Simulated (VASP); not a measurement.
# TePt: structure and properties in VASP, part 6 of 6

How well does PBEsol reproduce what experiment finds for TePt? The cell is relaxed first, and properties follow on it. The start is a cell from a database of measured crystal structures.

VASP 6.6.1; PBEsol; plane waves and PAW (Te, Pt).

So far. Step 12 (Volume scan with PBEsol, volume scale 1.06): The pressure falls from -4.69 to -6.65 GPa. The parabola predicted -6.55 GPa, +0.10 GPa off. Step 14 (Fit for PBEsol): The fitted volume lies +0.04 % from the relaxed one. The atoms bear forces along the scan, since they were held; freeing them would lower the modulus. The relaxed cell has a = 3.954, c = 19.880 Å (conventional setting).

The database entry behind the starting cell differs from later determinations by our own check (c about 0.8 % long), so it need not match the best structure at ambient conditions.

## 15. Vibrations at Γ (PBEsol) (continued)

OUTCAR, selected parts (step 15):

```text
   k-points           NKPTS =    189   k-points in BZ     NKDIM =    189   number of bands    NBANDS=     22

   NELECT =      32.0000    total number of electrons

  Total        0.0980013      0.0980013     -0.0843262      0.0000000     -0.0000000      0.0000000
  in kB        1.7496985      1.7496985     -1.5055449      0.0000000     -0.0000000      0.0000000
  external PRESSURE =       0.6646174 kB  Pullay stress =       0.0000000 kB

 POSITION                                       TOTAL-FORCE (eV/Angst)
 -----------------------------------------------------------------------------------
      0.00000      0.00000      1.96286         0.000000     -0.000000     -0.007818
     -0.00000     -2.28307      4.66371        -0.000000      0.000000      0.007818
     -1.97720     -1.14154      0.72968        -0.000000     -0.000000     -0.048667
      1.97720     -1.14154      5.89689         0.000000      0.000000      0.048667
 -----------------------------------------------------------------------------------
    total drift:                                0.000000      0.000000      0.000000

 Eigenvectors and eigenvalues of the dynamical matrix
 ----------------------------------------------------

   1 f  =    5.395078 THz    33.898278 2PiTHz  179.960447 cm-1    22.312242 meV
             X         Y         Z           dx          dy          dz
      0.000000  0.000000  1.962862    -0.000001   -0.419247   -0.000000
     -0.000000 -2.283071  4.663708     0.000001    0.419247    0.000000
     -1.977197 -1.141535  0.729679     0.000001    0.569414    0.000000
      1.977197 -1.141535  5.896890    -0.000001   -0.569414   -0.000000

   2 f  =    5.395078 THz    33.898278 2PiTHz  179.960447 cm-1    22.312242 meV
             X         Y         Z           dx          dy          dz
      0.000000  0.000000  1.962862    -0.419247    0.000001    0.000000
     -0.000000 -2.283071  4.663708     0.419247   -0.000001   -0.000000
     -1.977197 -1.141535  0.729679     0.569414   -0.000001   -0.000000
      1.977197 -1.141535  5.896890    -0.569414    0.000001    0.000000

   3 f  =    5.116090 THz    32.145342 2PiTHz  170.654395 cm-1    21.158439 meV
             X         Y         Z           dx          dy          dz
      0.000000  0.000000  1.962862    -0.000000    0.000000   -0.506794
     -0.000000 -2.283071  4.663708     0.000000   -0.000000    0.506794
     -1.977197 -1.141535  0.729679     0.000000   -0.000000    0.493113
      1.977197 -1.141535  5.896890    -0.000000    0.000000   -0.493113

   4 f  =    4.792848 THz    30.114355 2PiTHz  159.872215 cm-1    19.821619 meV
             X         Y         Z           dx          dy          dz
      0.000000  0.000000  1.962862    -0.000001    0.549837    0.000000
     -0.000000 -2.283071  4.663708    -0.000001    0.549837    0.000000
     -1.977197 -1.141535  0.729679     0.000001   -0.444611   -0.000000
      1.977197 -1.141535  5.896890     0.000001   -0.444611   -0.000000

   5 f  =    4.792848 THz    30.114355 2PiTHz  159.872215 cm-1    19.821619 meV
             X         Y         Z           dx          dy          dz
      0.000000  0.000000  1.962862     0.549837    0.000001    0.000000
     -0.000000 -2.283071  4.663708     0.549837    0.000001    0.000000
     -1.977197 -1.141535  0.729679    -0.444611   -0.000001   -0.000000
      1.977197 -1.141535  5.896890    -0.444611   -0.000001   -0.000000

   6 f  =    4.547642 THz    28.573679 2PiTHz  151.693018 cm-1    18.807529 meV
             X         Y         Z           dx          dy          dz
      0.000000  0.000000  1.962862    -0.000000   -0.000000    0.549842
     -0.000000 -2.283071  4.663708    -0.000000   -0.000000    0.549842
     -1.977197 -1.141535  0.729679     0.000000    0.000000   -0.444605
      1.977197 -1.141535  5.896890     0.000000    0.000000   -0.444605

   7 f  =    3.484123 THz    21.891389 2PiTHz  116.217828 cm-1    14.409168 meV
             X         Y         Z           dx          dy          dz
      0.000000  0.000000  1.962862    -0.000000   -0.000000   -0.493113
     -0.000000 -2.283071  4.663708    -0.000000    0.000000    0.493113
     -1.977197 -1.141535  0.729679     0.000000   -0.000000   -0.506794
      1.977197 -1.141535  5.896890     0.000000    0.000000    0.506794

   8 f  =    2.680786 THz    16.843873 2PiTHz   89.421383 cm-1    11.086833 meV
             X         Y         Z           dx          dy          dz
      0.000000  0.000000  1.962862    -0.000004    0.569414   -0.000000
     -0.000000 -2.283071  4.663708     0.000004   -0.569414    0.000000
     -1.977197 -1.141535  0.729679    -0.000003    0.419247   -0.000000
      1.977197 -1.141535  5.896890     0.000003   -0.419247    0.000000

   9 f  =    2.680786 THz    16.843873 2PiTHz   89.421383 cm-1    11.086833 meV
             X         Y         Z           dx          dy          dz
      0.000000  0.000000  1.962862    -0.569414   -0.000004   -0.000000
     -0.000000 -2.283071  4.663708     0.569414    0.000004    0.000000
     -1.977197 -1.141535  0.729679    -0.419247   -0.000003   -0.000000
      1.977197 -1.141535  5.896890     0.419247    0.000003   -0.000000

  10 f/i=    0.000392 THz     0.002462 2PiTHz    0.013069 cm-1     0.001620 meV
             X         Y         Z           dx          dy          dz
      0.000000  0.000000  1.962862    -0.053552    0.441374   -0.000000
     -0.000000 -2.283071  4.663708    -0.053552    0.441374   -0.000000
     -1.977197 -1.141535  0.729679    -0.066226    0.545834   -0.000000
      1.977197 -1.141535  5.896890    -0.066226    0.545834   -0.000000

  11 f/i=    0.000392 THz     0.002462 2PiTHz    0.013069 cm-1     0.001620 meV
             X         Y         Z           dx          dy          dz
      0.000000  0.000000  1.962862    -0.441374   -0.053552   -0.000000
     -0.000000 -2.283071  4.663708    -0.441374   -0.053552   -0.000000
     -1.977197 -1.141535  0.729679    -0.545834   -0.066226   -0.000000
      1.977197 -1.141535  5.896890    -0.545834   -0.066226   -0.000000

  12 f/i=    0.000425 THz     0.002672 2PiTHz    0.014187 cm-1     0.001759 meV
             X         Y         Z           dx          dy          dz
      0.000000  0.000000  1.962862    -0.000000    0.000000    0.444605
     -0.000000 -2.283071  4.663708    -0.000000    0.000000    0.444605
     -1.977197 -1.141535  0.729679    -0.000000    0.000000    0.549842
      1.977197 -1.141535  5.896890    -0.000000    0.000000    0.549842

 ELASTIC MODULI CONTR FROM IONIC RELAXATION (kBar)
 Direction    XX          YY          ZZ          XY          YZ          ZX
 --------------------------------------------------------------------------------
 XX       -1009.4369   -253.2315   -552.1474      0.0000   -461.2698      0.0000
 YY        -253.2315  -1009.4369   -552.1474     -0.0000    461.2698     -0.0000
 ZZ        -552.1474   -552.1474   -486.5110     -0.0000     -0.0000     -0.0000
 XY           0.0000     -0.0000     -0.0000   -378.1027      0.0000   -430.3361
 YZ        -461.2698    461.2698     -0.0000      0.0000   -584.4388      0.0000
 ZX           0.0000     -0.0000     -0.0000   -430.3361      0.0000   -498.8026
 --------------------------------------------------------------------------------

[... 6 parts as in an earlier step ...]

[... 4 further parts left out ...]
```

Energies printed during the response cycles are not total energies of the cell.

This step gave:

- irreducible k-points: 189
- pressure of the cell: 0.06646 GPa
- largest force of the cell: 0.04867 eV/Å
- Fermi energy: 8.396 eV

The modes at Γ (shares of kinetic energy by element, %):

| mode | frequency (cm⁻¹) | symmetry | Te % | Pt % |
| --- | --- | --- | --- | --- |
| 1 | 0.0 | acoustic | 40 | 60 |
| 2 | 0.0 | acoustic | 40 | 60 |
| 3 | 0.0 | acoustic | 40 | 60 |
| 4 | 89.4 | Eg | 65 | 35 |
| 5 | 89.4 | Eg | 65 | 35 |
| 6 | 116.2 | A1g | 49 | 51 |
| 7 | 151.7 | A2u | 60 | 40 |
| 8 | 159.9 | Eu | 60 | 40 |
| 9 | 159.9 | Eu | 60 | 40 |
| 10 | 170.7 | A1g | 51 | 49 |
| 11 | 180.0 | Eg | 35 | 65 |
| 12 | 180.0 | Eg | 35 | 65 |

Displacements in mode 4 (89.4 cm⁻¹), the largest set to 1:
```
Te1 -1.00  0.00  0.00
Te2  1.00  0.00  0.00
Pt3 -0.60  0.00  0.00
Pt4  0.60  0.00  0.00
```

Displacements in mode 11 (180.0 cm⁻¹), the largest set to 1:
```
Te1 -0.91  0.00  0.00
Te2  0.91  0.00  0.00
Pt3  1.00  0.00  0.00
Pt4 -1.00  0.00  0.00
```

The three acoustic modes come out at zero, and all others are real. By the characters of their eigenvectors the optical modes sort into (cm⁻¹) Raman active: Eg 89, A1g 116, A1g 171, Eg 180; infrared active: A2u 152, Eu 160. With a centre of inversion no mode is active in both.

## 16. Summary of results

```json
{"relaxed volume": "22.43 Å³/atom", "relaxed conventional cell a, b, c": "3.954, 3.954, 19.880 Å; angles 90.0, 90.0, 120.0°", "space group after relaxing, within 0.02 Å": "R-3m (No. 166)", "band gap": "none, a metal", "DOS at the Fermi level": "1.98 states/eV/cell", "bulk modulus from the fit": "133 GPa", "volume from the fit": "22.4 Å³/atom", "highest zone-centre mode": "180 cm⁻¹"}
```

In words: With PBEsol, TePt relaxes to 22.43 Å³/atom in space group R-3m (held by the symmetry of the run), comes out as a metal and has a bulk modulus of 133 GPa at fixed shape and positions, an upper bound. Against the listed cell the volume lies -0.9 % (a -0.2 %, c -0.5 %). Band structure (PBEsol): Of the bands kept, 4 cross the Fermi level on this path. Vibrations at Γ (PBEsol): The highest mode in this list at Γ, 180.0 cm⁻¹, has its largest share on Pt (65 % of the kinetic energy). Spin-orbit coupling is left out, and with elements this heavy it would split and shift bands near the Fermi level. The k-sampling is coarse for a metal, so the Fermi level, pressures and the shape of the cell carry errors. Modes at Γ alone can't show that the crystal is stable at other wave vectors. The bonds form layers, and without a dispersion term the spacing between them, and what depends on it, is unreliable. No search among competing phases was made, and a listed structure need not be the one stable at ambient conditions. All values are for a static lattice at zero temperature.

Computed beside measured:

```
              quantity  measured           PBEsol
lattice constant a (Å)    3.9612   3.954 (-0.2 %)
lattice constant c (Å)    19.815  19.880 (+0.3 %)
```

Measured values from arxiv:2203.06655 (2022).

**Verdict.** The lattice constant a is off by -0.2 %: good agreement. The lattice constant c is off by +0.3 %: good agreement. The grades are ours: good and fair within 0.7 and 1.5 % for the lattice constant a and 0.8 and 2 % for the lattice constant c. Zero-point motion and thermal expansion (measured at up to 200 K) are not in the computed lattice constants.

[Lines on the potential files, build, host, timing and source positions are cut from VASP's logs without a mark.]

[Logs are printed without paths, hosts, clocks, repeated set-up lines and the standing remarks that a program may print on its own settings, such as how far it seeks lower states.]

[Hosts, paths, dates, database ids (printed as entryN), source tags and the programs' standing remarks are cut or masked in the printed files.]

[A measured line is paired with the nearest computed mode of its activity, which favours agreement.]
